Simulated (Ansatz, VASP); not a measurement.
This is a calculation of NbRu3C for VASP 6.6.1. Atoms were shifted at random by some hundredths of an Å from the given cell, which wasn't relaxed again for these runs. The cell comes from a database or a generator and needn't be the stable form of this composition.

INCAR

```
SYSTEM = NbRu3C
ALGO = Normal ; EDIFF = 1E-7
ENCUT = 520 ; GGA = PS
ISIF = 2 ; ISMEAR = -1
KPAR = 2 ; LASPH = .TRUE.
LCHARG = .FALSE. ; LREAL = .FALSE.
LWAVE = .FALSE. ; NBANDS = 38
NELM = 100 ; PREC = Accurate
SIGMA = 0.05
```

File KPOINTS:

```
k-points
0
G
  7 7 7
  0 0 0
```

File POSCAR:

```
NbRu3C
1.0
    4.0651380000      0.0000000000      0.0000000000
    0.0000000000      4.0651380000      0.0000000000
    0.0000000000      0.0000000000      4.0651380000
Ru Nb C
3 1 1
Direct
    0.5048240000      0.5020500000      0.0089760000
    0.4887510000     -0.0079510000      0.5003390000
    0.0035380000      0.4976300000      0.5145230000
    0.0025650000      0.0173570000      0.0026820000
    0.5008520000      0.4970720000      0.5049320000
```

Potentials or basis: VASP PAW PBE potentials, release 64 (Ru_pv, Nb_sv, C).

Launch:

```bash
$ cat potpaw_PBE.64/Ru_pv/POTCAR potpaw_PBE.64/Nb_sv/POTCAR potpaw_PBE.64/C/POTCAR > POTCAR
$ mpirun -np 2 vasp_std > vasp.out
```

Set up the same calculation for Ansatz 0.2.0. Potentials or basis there: Ansatz PAW, cutoff 420 eV.

As run (cutoffs and basis follow the program's own potentials, and thresholds, step limits or extra output files can differ):

The input input.yaml:

```yaml
crystal:
  lattice:
    - [4.065138, 0.0, 0.0]
    - [0.0, 4.065138, 0.0]
    - [0.0, 0.0, 4.065138]
  atoms:
    - { symbol: Ru, position: [0.504824, 0.50205, 0.008976] }
    - { symbol: Ru, position: [0.488751, -0.007951, 0.500339] }
    - { symbol: Ru, position: [0.003538, 0.49763, 0.514523] }
    - { symbol: Nb, position: [0.002565, 0.017357, 0.002682] }
    - { symbol: C, position: [0.500852, 0.497072, 0.504932] }
hamiltonian:
  xc: pbesol
  pseudopotentials: { kind: paw }
kpoints:
  mp_grid: { grid: [7, 7, 7] }
scf:
  occupations: { method: fermi_dirac, width: 0.05 }
output:
  forces: true
  stress: true
  eigenvalues: true
```

Potentials or basis: Ansatz PAW.

Launch:

```bash
$ ansatz run input.yaml --threads 1 --pin off --max-ram 3584MiB --backend cpu --events-out ev --progress --plain --runs-dir out
```

Both were run:

|  | VASP | Ansatz |
| --- | --- | --- |
| Pressure | -11.4 GPa | -11.4 GPa |
| Largest force | 0.558 eV/Å | 0.551 eV/Å |

Ansatz's pressure holds a Pulay term of +0.12 GPa for its cutoff of 420 eV, which the other run lacks.

The potentials hold 59 and 65 valence electrons a cell.

VASP's potentials were made for PBE. Ansatz's potentials were made for PBE.

Where Ansatz's input types no cutoff or centring, it takes its own default and a Γ-centred mesh.

The cell lies far from this level's equilibrium.

Pressure is positive in compression.
